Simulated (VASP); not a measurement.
Shape and ions are relaxed at each volume.

Energy against volume of MnF2 (rutile). Level of theory: PBE GGA, VASP's PBE PAW potentials (set 64) (plane waves; VASP 6.6.1).

| V (Å³/atom) | E (eV/atom) |
|---|---|
| 12.688 | -6.55818 |
| 13.093 | -6.56988 |
| 13.498 | -6.57387 |
| 13.903 | -6.57148 |
| 14.308 | -6.56369 |

Q: Fit a third-order Birch-Murnaghan equation of state.

A: 
| Item | Value |
|---|---|
| volume per atom | 13.54 Å³/atom |
| bulk modulus | 83.3 GPa |
| pressure derivative of the bulk modulus | 4.96 |

The compound is MnF2 in the rutile structure. It was relaxed first.
